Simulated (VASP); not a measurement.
Runs of VASP 6.6.1 on K4C. All rows change the cell; the cell of one of them follows. Symmetry: P6/mmm, No. 191, hexagonal system. Conventional cell: a = 7.240 Å, b = 7.240 Å, c = 5.390 Å, α = 90.00°, β = 90.00°, γ = 120.00°. K (site symmetry mmm) is surrounded by 2 C at 3.62 Å and 4 K at 3.62 Å. K (site symmetry 6/mmm) is surrounded by 2 C at 2.70 Å. C (site symmetry 6/mmm) is surrounded by 2 K at 2.70 Å. The cell was built by a generator and needn't be a form met in nature.

| task | cell | k mesh | cutoff (eV) | mesh quality | gap on the mesh (eV) | pressure (GPa) | relaxed volume (Å³/atom) |
| --- | --- | --- | --- | --- | --- | --- | --- |
| single point | random cell by space group and Wyckoff sites (P6/mmm, No. 191) | 6 × 6 × 8 | 520 | not flagged | none | 0.0 | - |
| single point | random cell by space group and Wyckoff sites (P6/mmm, No. 191) | 3 × 3 × 4 | 520 | coarse | none | 3.5 | - |
| relaxation of cell and atoms | relaxed from: random cell by space group and Wyckoff sites (P6/mmm, No. 191) | 6 × 6 × 8 | 600 | not flagged | none | 0.0 | (a) |
| single point | random cell by space group and Wyckoff sites (P6/mmm, No. 191) | 3 × 3 × 4 | 520 | not flagged | none | 0.0 | - |
| relaxation of cell and atoms | relaxed from: random cell by space group and Wyckoff sites (P6/mmm, No. 191) | 3 × 3 × 4 | 600 | coarse | none | 0.0 | 48.75 |

Alike in all rows: level PBE; potentials or basis VASP PAW PBE potentials, release 64 (K_sv, C); no spin polarisation; smearing gaussian 0.1 eV.

Task: Fill in the values left out.

Result: (a) 49.01.

Caveats: some runs use coarse meshes; the volume moved by over 15 % at a fixed basis, so the end points are rough (some runs).

A gap of «none» marks a metal or a gap under the smearing width.
